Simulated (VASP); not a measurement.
Input for VASP

**KPOINTS**
```
K-points
0
G
8 8 8
0 0 0
```

INCAR:
```
SYSTEM = CaS
PREC = Accurate
ENCUT = 300
EDIFF = 1E-6
NELM = 100
ALGO = Normal
LREAL = .FALSE.
LASPH = .TRUE.
ISMEAR = -1
SIGMA = 0.05
LWAVE = .FALSE.
LCHARG = .FALSE.
ISIF = 2
```

File POSCAR:
```
CaS
1.0
  0.0000000000   2.8450000000   2.8450000000
  2.8450000000   0.0000000000   2.8450000000
  2.8450000000   2.8450000000   0.0000000000
Ca S
1 1
Direct
  0.0000000000   0.0000000000   0.0000000000
  0.5000000000   0.5000000000   0.5000000000
```

POTCAR, in this order: Ca_sv S (LDA.64 set). Program: vasp_std.

Write an equivalent input for Ansatz.

One equivalent input (not run):
Ansatz 0.2 input:
```yaml
crystal:
  lattice:
    - [0.0000000, 2.8450000, 2.8450000]
    - [2.8450000, 0.0000000, 2.8450000]
    - [2.8450000, 2.8450000, 0.0000000]
  atoms:
    - { symbol: Ca, position: [0.0000000, 0.0000000, 0.0000000] }
    - { symbol: S, position: [0.5000000, 0.5000000, 0.5000000] }
kpoints:
  mp_grid: { grid: [8, 8, 8] }
hamiltonian:
  xc: lda
  pseudopotentials: { kind: paw }
scf:
  occupations: { method: fermi_dirac, width: 0.05 }
  max_iter: 100
output: { forces: true, stress: true, eigenvalues: true }
```
Limits of the translation: each code has its own PAW files, so the cut-off isn't converted (ENCUT is set for VASP's; basis.ecutwfc is left out, and Ansatz then takes the one that its files recommend); Ansatz stops its SCF on the density residual and VASP on the energy change (EDIFF); Ansatz's lda is the Perdew-Wang form, while the LDA potentials of VASP carry Perdew-Zunger's.

The structure is a typed CaS crystal (Fm-3m). The cell was not relaxed at this level.
